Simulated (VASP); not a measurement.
# HfSi2B4 (P4/mmm) in VASP: a series of runs

One crystal, HfSi2B4, is run at these levels: PBE, r2SCAN; tasks: relaxation of cell and atoms, single point.

All numbers are computed with VASP 6.6.1; they aren't measurements. Logs are shortened: lines on timing, memory, paths and dates and some standing lists are left out, and cuts for length are marked.

## (1) Starting point

Symmetry: P4/mmm, No. 123, tetragonal system. Conventional cell: a = 4.268 Å, b = 4.268 Å, c = 5.280 Å, α = 90.00°, β = 90.00°, γ = 90.00°. Around Hf (site symmetry 4/mmm) lie 8 B at 2.32 Å and 2 Si at 2.64 Å. Si (site symmetry 4/mmm) has 8 B at 2.91 Å and 4 Si at 3.02 Å as nearest neighbours. Si (site symmetry 4/mmm) is surrounded by 2 Hf at 2.64 Å and 4 Si at 3.02 Å. B (site symmetry m2m) has 3 B at 1.72 to 1.84 Å as nearest neighbours.

The cell was built by a generator and needn't be a form met in nature.

## (2) Relaxation of cell and atoms, PBE

The input, INCAR:

```
SYSTEM = HfSi2B4
  PREC = Accurate
  ENCUT = 520
  EDIFF = 1E-6
  ISMEAR = 0
  SIGMA = 0.1
  LREAL = .FALSE.
  LASPH = .TRUE.
  NELM = 120
  ALGO = Normal
  ISIF = 3
  LWAVE = .FALSE.
  LCHARG = .FALSE.
  GGA = PE
  IBRION = 2
  NSW = 90
  EDIFFG = -0.01
  KPAR = 4
```

The input, KPOINTS:

```
Automatic mesh
0
G
  8 8 6
  0 0 0
```

The input, POSCAR:

```
HfSi2B4
1.0
    4.2680000000      0.0000000000      0.0000000000
    0.0000000000      4.2680000000      0.0000000000
    0.0000000000      0.0000000000      5.2800000000
Hf Si B
1 2 4
Direct
    0.0000000000      0.0000000000      0.0000000000
    0.5000000000      0.5000000000      0.5000000000
    0.0000000000      0.0000000000      0.5000000000
    0.7844423600      0.5000000000      0.0000000000
    0.2155576400      0.5000000000      0.0000000000
    0.5000000000      0.7844423600      0.0000000000
    0.5000000000      0.2155576400      0.0000000000
```

Potentials or basis: VASP PAW PBE potentials, release 64 (Hf_pv, Si, B).

Started as:

```
$ cat potpaw_PBE.64/Hf_pv/POTCAR potpaw_PBE.64/Si/POTCAR potpaw_PBE.64/B/POTCAR > POTCAR
$ mpirun -np 4 vasp_std > vasp.out
```

OUTCAR:

```text
SYSTEM = HfSi2B4
   PREC = Accurate
   ENCUT = 520
   EDIFF = 1E-6
   ISMEAR = 0
   LREAL = .FALSE.
   LASPH = .TRUE.
   NELM = 120
   ISIF = 3
   GGA = PE
   IBRION = 2
   NSW = 90
   EDIFFG = -0.01

 ion  position               nearest neighbor table
   1  0.000  0.000  0.000-   4 2.32   5 2.32   6 2.32   7 2.32   4 2.32   5 2.32   6 2.32   7 2.32
                             3 2.64   3 2.64
   2  0.500  0.500  0.500-   3 3.02   3 3.02   3 3.02   3 3.02
   3  0.000  0.000  0.500-   1 2.64   1 2.64   2 3.02   2 3.02   2 3.02   2 3.02
   4  0.784  0.500  0.000-   6 1.72   7 1.72   5 1.84   1 2.32   1 2.32
   5  0.216  0.500  0.000-   6 1.72   7 1.72   4 1.84   1 2.32   1 2.32
   6  0.500  0.784  0.000-   4 1.72   5 1.72   7 1.84   1 2.32   1 2.32
   7  0.500  0.216  0.000-   4 1.72   5 1.72   6 1.84   1 2.32   1 2.32

  LATTYP: Found a simple tetragonal cell.
 ALAT       =     4.2680000000
 C/A-ratio  =     1.2371134021

  Lattice vectors:

 A1 = (   4.2680000000,   0.0000000000,   0.0000000000)
 A2 = (   0.0000000000,   4.2680000000,   0.0000000000)
 A3 = (   0.0000000000,   0.0000000000,   5.2800000000)

Analysis of symmetry for initial positions (statically):
=====================================================================
 Subroutine PRICEL returns:
 Original cell was already a primitive cell.

 Routine SETGRP: Setting up the symmetry group for a
 simple tetragonal supercell.

 Subroutine GETGRP returns: Found 16 space group operations
 (whereof 16 operations were pure point group operations)
 out of a pool of 16 trial point group operations.

The static configuration has the point symmetry D_4h.

Analysis of symmetry for dynamics (positions and initial velocities):
=====================================================================
 Subroutine PRICEL returns:
 Original cell was already a primitive cell.

 Routine SETGRP: Setting up the symmetry group for a
 simple tetragonal supercell.

 Subroutine GETGRP returns: Found 16 space group operations
 (whereof 16 operations were pure point group operations)
 out of a pool of 16 trial point group operations.

The dynamic configuration has the point symmetry D_4h.

 Subroutine INISYM returns: Found 16 space group operations
 (whereof 16 operations are pure point group operations),
 and found     1 'primitive' translations

----------------------------------------------------------------------------------------

                                     Primitive cell

  volume of cell :      96.1796

  direct lattice vectors                    reciprocal lattice vectors
     4.268000000  0.000000000  0.000000000     0.234301781  0.000000000  0.000000000
     0.000000000  4.268000000  0.000000000     0.000000000  0.234301781  0.000000000
     0.000000000  0.000000000  5.280000000     0.000000000  0.000000000  0.189393939

  length of vectors
     4.268000000  4.268000000  5.280000000     0.234301781  0.234301781  0.189393939

  position of ions in fractional coordinates (direct lattice)
     0.000000000  0.000000000  0.000000000
     0.500000000  0.500000000  0.500000000
     0.000000000  0.000000000  0.500000000
     0.784442360  0.500000000  0.000000000
     0.215557640  0.500000000  0.000000000
     0.500000000  0.784442360  0.000000000
     0.500000000  0.215557640  0.000000000

  ion indices of the primitive-cell ions
   primitive index   ion index
                 1           1
                 2           2
                 3           3
                 4           4
                 5           5
                 6           6
                 7           7

----------------------------------------------------------------------------------------

 KPOINTS: Automatic mesh

Automatic generation of k-mesh.
 Grid dimensions read from file:
 generate k-points for:    8    8    6

 Generating k-lattice:

  Cartesian coordinates                     Fractional coordinates (reciprocal lattice)
     0.029287723  0.000000000  0.000000000     0.125000000  0.000000000  0.000000000
     0.000000000  0.029287723  0.000000000     0.000000000  0.125000000  0.000000000
     0.000000000  0.000000000  0.031565657     0.000000000  0.000000000  0.166666667

  Length of vectors
     0.029287723  0.029287723  0.031565657

  Shift w.r.t. Gamma in fractional coordinates (k-lattice)
     0.000000000  0.000000000  0.000000000

 Subroutine IBZKPT returns following result:
 ===========================================

 Found     60 irreducible k-points:

 Following reciprocal coordinates:
            Coordinates               Weight
  0.000000  0.000000  0.000000      1.000000
  0.125000  0.000000  0.000000      4.000000
  0.250000  0.000000  0.000000      4.000000
  0.375000  0.000000  0.000000      4.000000
  0.500000  0.000000  0.000000      2.000000
  0.125000  0.125000  0.000000      4.000000
[... 16 lines left out ...]
  0.375000  0.125000  0.166667     16.000000
  0.500000  0.125000  0.166667      8.000000
 [... further k-points ...]
   k-points           NKPTS =     60   k-points in BZ     NKDIM =     60   number of bands    NBANDS=     19
   number of dos      NEDOS =    301   number of ions     NIONS =      7
   total plane-waves  NPLWV =  40960
   dimension x,y,z NGX =    32 NGY =   32 NGZ =   40
   dimension x,y,z NGXF=    64 NGYF=   64 NGZF=   80
   ions per type =               1   2   4
   NGX,Y,Z   is equivalent  to a cutoff of  12.46, 12.46, 12.59 a.u.
   NGXF,Y,Z  is equivalent  to a cutoff of  24.93, 24.93, 25.19 a.u.
 SYSTEM =  HfSi2B4
   PREC   = accura    normal or accurate (medium, high low for compatibility)
   ISTART =      0    job   : 0-new  1-cont  2-samecut
   ICHARG =      2    charge: 1-file 2-atom 10-const
   ISPIN  =      1    spin polarized calculation?
   LNONCOLLINEAR =      F non collinear calculations
   LSORBIT =      F    spin-orbit coupling
   LASPH  =      T    aspherical Exc in radial PAW
   ENCUT  =  520.0 eV  38.22 Ry    6.18 a.u.   7.94  7.94  9.82*2*pi/ulx,y,z
   NELM   =    120;   NELMIN=  2; NELMDL= -5     # of ELM steps
   EDIFF  = 0.1E-05   stopping-criterion for ELM
   LREAL  =      F    real-space projection
   EDIFFG = -.1E-01   stopping-criterion for IOM
   NSW    =     90    number of steps for IOM
   IBRION =      2    ionic relax: 0-MD 1-quasi-New 2-CG
   NFREE  =      1    steps in history (QN), initial steepest desc. (CG)
   ISIF   =      3    stress and relaxation
   ISYM   =      2    0-nonsym 1-usesym 2-fastsym
   POTIM  = 0.5000    time-step for ionic-motion
   TEBEG  =    0.0;   TEEND  =   0.0 temperature during run
   PSTRESS=    0.0 pullay stress
   NELECT =      30.0000    total number of electrons
   NUPDOWN=      -1.0000    fix difference up-down
   EMIN   =  10.00;   EMAX   =-10.00  energy-range for DOS
   EFERMI =   0.00;   METHOD = LEGACY
   ISMEAR =     0;   SIGMA  =   0.10  broadening in eV -4-tet -1-fermi 0-gaus
   EFERMI_NEDOS =   21; number of points for ismear=-14 and -15
   IALGO  =     38    algorithm
   IMIX   =      4    mixing-type and parameters
     AMIX     =   0.40;   BMIX     =  1.00
     AMIX_MAG =   1.60;   BMIX_MAG =  1.00
  volume/ion in A,a.u.               =      13.74        92.72
  Fermi-wavevector in a.u.,A,eV,Ry     =   1.110251  2.098069 16.771307  1.232656
  Thomas-Fermi vector in A             =   2.246800
   LORBIT       =      0    0 simple, 1 ext, 2 COOP (PROOUT), +10 PAW based schemes
   GGA     = PE    functional components
   LHFCALC =     F    Hartree Fock is set to
   AEXX    =    0.0000 exact exchange contribution
   IVDW    =     0    specifies the selected vdW correction
   LEPSILON=     F    determine dielectric tensor
   LRPA    =     F    only Hartree local field effects (RPA)
 conjugate gradient relaxation of ions
 non-spin polarized calculation
 Gauss-broadening in eV      SIGMA  =   0.10
  energy-cutoff  :      520.00
  volume of cell :       96.18
 maximum number of plane-waves:      2624
 NGX is ok and might be reduce to    32
   NGX = 15   NGY = 15   NGZ = 19

--------------------------------------- Ionic step        1  -------------------------------------------

 number of electron      29.9999999 magnetization

 Free energy of the ion-electron system (eV)
  ---------------------------------------------------
  ext. energy  EPLUGINS =         0.00000000
  ---------------------------------------------------
  free energy    TOTEN  =       -45.42230978 eV

  energy without entropy =      -45.41132333  energy(sigma->0) =      -45.41681655

------------------------ aborting loop because EDIFF is reached ----------------------------------------

  FORCE on cell =-STRESS in cart. coord.  units (eV):
  Direction    XX          YY          ZZ          XY          YZ          ZX
  --------------------------------------------------------------------------------------
  -------------------------------------------------------------------------------------
  Total       -0.7468745     -0.7468745      1.4801432      0.0000000      0.0000000      0.0000000
  in kB      -12.4415789    -12.4415789     24.6565077      0.0000000      0.0000000      0.0000000
  external PRESSURE =      -0.0755500 kB  Pullay stress =       0.0000000 kB
[... 272 lines left out ...]
  energy  without entropy=      -45.4242232228  energy(sigma->0) =      -45.42980453

--------------------------------------- Ionic step        8  -------------------------------------------

 number of electron      29.9999999 magnetization

 Free energy of the ion-electron system (eV)
  ---------------------------------------------------
  ext. energy  EPLUGINS =         0.00000000
  ---------------------------------------------------
  free energy    TOTEN  =       -45.43539779 eV

  energy without entropy =      -45.42424613  energy(sigma->0) =      -45.42982196

 E-fermi :   5.1912     XC(G=0): -10.4670

 val. band max:        5.1891184064   @ k =   0.5000   0.5000   0.1667
 cond. band min:       5.1942298856   @ k =   0.5000   0.5000   0.3333
 fundamental gap:      0.0051114792
 Fermi energy:         5.1912452054

 k-point     1 :       0.0000    0.0000    0.0000
  band No.  band energies     occupation
      1     -24.9265      2.00000
      2     -24.9265      2.00000
      3     -24.8424      2.00000
      4      -7.4267      2.00000
      5      -3.3542      2.00000
      6      -2.1767      2.00000
[... 11 lines left out ...]
     18       7.5849      0.00000
     19       8.8984      0.00000
[... 489 lines left out ...]
      3     -24.8399      2.00000
      4      -6.0539      2.00000
      5      -4.5189      2.00000
      6      -1.9494      2.00000
[... 11 lines left out ...]
     18       7.2867      0.00000
     19       7.6939      0.00000

 [... further k-points ...]
[... 5 lines left out ...]
  --------------------------------------------------------------------------------------
  -------------------------------------------------------------------------------------
  Total       -0.0107294     -0.0107294     -0.0100398      0.0000000      0.0000000      0.0000000
  in kB       -0.1774322     -0.1774322     -0.1660279      0.0000000      0.0000000      0.0000000
  external PRESSURE =      -0.1736307 kB  Pullay stress =       0.0000000 kB
[... 22 lines left out ...]
  FREE ENERGIE OF THE ION-ELECTRON SYSTEM (eV)
  ---------------------------------------------------
  free  energy   TOTEN  =       -45.4353977892 eV

  energy  without entropy=      -45.4242461330  energy(sigma->0) =      -45.42982196

 reached required accuracy - stopping structural energy minimisation
```

It took 44 s on 4 MPI ranks of AMD EPYC 9R45 (Zen 5), shared host; peak memory 0.26 GiB.

What came out:

```
Free energy                            : -45.4354 eV
Relaxed volume                         : 13.84 Å³/atom
Relaxed cell                           : a = 4.254 Å, b = 4.254 Å, c = 5.354 Å, α = 90.00°, β = 90.00°, γ = 90.00°
Space group after relaxing (to 0.05 Å) : P4/mmm (No. 123)
Energy gained by relaxing              : 1.9 meV/atom
Ionic steps                            : 8
Pressure after relaxing                : 0.0 GPa
Band gap on the k mesh                 : none (metal or under the smearing width)
```

Step by step:
```csv
step,energy change (eV),largest force (eV/Å),pressure (GPa),volume (Å³)
1,0.0000,0.0901,-0.01,96.18
2,-0.0113,0.0091,0.84,96.16
3,-0.0113,0.0045,0.80,96.16
4,-0.0128,0.0318,-0.31,97.11
5,-0.0130,0.0244,-0.01,96.85
6,-0.0130,0.0250,-0.02,96.87
7,-0.0131,0.0131,-0.01,96.89
8,-0.0131,0.0015,-0.02,96.88
```

Final structure:
```
Hf Si B
1.0
     4.25379    0.00000    0.00000
     0.00000    4.25379    0.00000
     0.00000    0.00000    5.35429
Hf Si B
1 2 4
Direct
  0.00000 0.00000 0.00000
  0.50000 0.50000 0.50000
  0.00000 0.00000 0.50000
  0.78535 0.50000 0.00000
  0.21465 0.50000 0.00000
  0.50000 0.78535 0.00000
  0.50000 0.21465 0.00000
```

Spin-orbit coupling is left out, which matters for the levels of Hf.

## (3) Relaxation of cell and atoms, PBE

This run uses another cell than the first one, of 13.84 Å³/atom, 1.007 times its volume.

Changes to INCAR since step 2:

```diff
@@ -3,3 +3,3 @@
   ENCUT = 520
-  EDIFF = 1E-6
+  EDIFF = 1E-7
   ISMEAR = 0
@@ -15,4 +15,5 @@
   IBRION = 2
-  NSW = 90
-  EDIFFG = -0.01
+  NSW = 60
+  EDIFFG = -0.005
+  POTIM = 0.3
   KPAR = 4
```

KPOINTS is that of step 2.

The input, POSCAR:

```
HfSi2B4                                 
1.0
    4.2537876943     -0.0000000000      0.0000000000
   -0.0000000000      4.2537876943     -0.0000000000
    0.0000000000      0.0000000000      5.3542854249
  Hf              Si              B             
     1     2     4
Direct
     0.0000000000000000    0.0000000000000000    0.0000000000000000
     0.5000000000000000    0.5000000000000000    0.5000000000000000
     0.0000000000000000    0.0000000000000000    0.5000000000000000
     0.7853458954837803    0.5000000000000000    0.0000000000000000
     0.2146541045162197    0.5000000000000000    0.0000000000000000
     0.5000000000000000    0.7853458954837803    0.0000000000000000
     0.5000000000000000    0.2146541045162197    0.0000000000000000
```

Potentials or basis: VASP PAW PBE potentials, release 64 (Hf_pv, Si, B).

Started as:

```
$ cat potpaw_PBE.64/Hf_pv/POTCAR potpaw_PBE.64/Si/POTCAR potpaw_PBE.64/B/POTCAR > POTCAR
$ mpirun -np 4 vasp_std > vasp.out
```

Run time: 12 s. Hardware: 4 MPI ranks of AMD EPYC 9R45 (Zen 5), shared host; peak memory 0.24 GiB.

Results (log left out):

| Item | Value |
| --- | --- |
| Free energy | -45.4355 eV |
| Pressure after relaxing | 0.0 GPa |
| Band gap on the k mesh | none (metal or under the smearing width) |

Final structure:
```
Hf Si B
1.0
     4.25379    0.00000    0.00000
     0.00000    4.25379    0.00000
     0.00000    0.00000    5.35429
Hf Si B
1 2 4
Direct
  0.00000 0.00000 0.00000
  0.50000 0.50000 0.50000
  0.00000 0.00000 0.50000
  0.78535 0.50000 0.00000
  0.21465 0.50000 0.00000
  0.50000 0.78535 0.00000
  0.50000 0.21465 0.00000
```

Levels at points of the mesh, in eV from the Fermi level:
```csv
k point,band 13,band 14,band 15,band 16,band 17,band 18
"(0.00, 0.00, 0.00)",-0.78,-0.78,0.23,0.23,1.08,2.39
"(0.50, 0.00, 0.00)",-2.26,0.63,0.78,0.92,1.39,1.59
"(0.50, 0.50, 0.00)",-2.58,-2.58,-0.62,-0.62,-0.05,0.00
"(0.00, 0.00, 0.50)",-2.25,-2.25,-1.75,1.24,1.76,2.62
"(0.50, 0.00, 0.50)",-1.91,-0.62,-0.58,-0.25,0.51,1.03
"(0.50, 0.50, 0.50)",-0.64,-0.64,0.01,0.13,0.54,0.54
```

Caveat: the relaxation stopped at its first step, so nothing moved. Spin-orbit coupling is left out, which matters for the levels of Hf.

## (4) Single point, r2SCAN

This run uses another cell than the first one, of 13.84 Å³/atom, 1.007 times its volume.

The input, INCAR:

```
SYSTEM = HfSi2B4
PREC = Accurate
ENCUT = 520
EDIFF = 1E-6
ISMEAR = 0
SIGMA = 0.1
LREAL = .False.
LASPH = .True.
NELM = 150
ALGO = Normal
ISIF = 2
LWAVE = .False.
LCHARG = .False.
METAGGA = R2SCAN
LMIXTAU = .True.
KPAR = 4
```

The input, KPOINTS:

```
regular mesh
0
Gamma
  8 8 6
  0 0 0
```

The input, POSCAR:

```
HfSi2B4                                 
1.0
    4.2537876943      0.0000000000      0.0000000000
    0.0000000000      4.2537876943      0.0000000000
    0.0000000000      0.0000000000      5.3542854249
  Hf              Si              B             
     1     2     4
Direct
     0.0000000000000000    0.0000000000000000    0.0000000000000000
     0.5000000000000000    0.5000000000000000    0.5000000000000000
     0.0000000000000000    0.0000000000000000    0.5000000000000000
     0.7853458954837791    0.5000000000000000    0.0000000000000000
     0.2146541045162209    0.5000000000000000    0.0000000000000000
     0.5000000000000000    0.7853458954837791    0.0000000000000000
     0.5000000000000000    0.2146541045162209    0.0000000000000000
```

Started as:

```
$ cat potpaw_PBE.64/Hf_pv/POTCAR potpaw_PBE.64/Si/POTCAR potpaw_PBE.64/B/POTCAR > POTCAR
$ mpirun -np 4 vasp_std > vasp.out
```

Run time: 58 s. Hardware: 4 MPI ranks of AMD EPYC 9R45 (Zen 5), shared host; peak memory 0.26 GiB.

Results (log left out):

```
Free energy            : -89.6517 eV
Pressure               : -0.7 GPa
Largest force          : 0.062 eV/Å
Band gap on the k mesh : none (metal or under the smearing width)
```

Forces on the atoms (eV/Å):
```
Hf   0.000  0.000  0.000
Si   0.000  0.000  0.000
Si   0.000  0.000  0.000
B   -0.062  0.000  0.000
B    0.062  0.000  0.000
B    0.000 -0.062  0.000
B    0.000  0.062  0.000
```

Stress tensor (GPa, compression positive):
```
-1.45  0.00  0.00
 0.00 -1.45  0.00
 0.00  0.00  0.79
```

Levels at points of the mesh, in eV from the Fermi level:
```tsv
k point	band 11	band 12	band 13	band 14	band 15	band 16	band 17	band 18	band 19
(0.00, 0.00, 0.00)	-4.46	-4.02	-0.91	-0.91	0.36	0.36	1.05	2.66	3.93
(0.50, 0.00, 0.00)	-3.66	-2.96	-2.39	0.71	0.77	0.93	1.59	1.80	2.05
(0.50, 0.50, 0.00)	-2.94	-2.94	-2.62	-2.62	-0.74	-0.74	-0.17	-0.05	0.83
(0.00, 0.00, 0.50)	-4.30	-2.94	-2.40	-2.40	-1.79	1.48	1.89	2.83	2.83
(0.50, 0.00, 0.50)	-2.82	-2.52	-1.91	-0.59	-0.55	-0.30	0.62	1.10	2.72
(0.50, 0.50, 0.50)	-4.85	-2.35	-0.77	-0.77	-0.04	0.22	0.61	0.61	0.84
```

Caveat: the PAW data sets were made with another functional, which shifts forces and pressure a little. Spin-orbit coupling is left out, which matters for the levels of Hf.
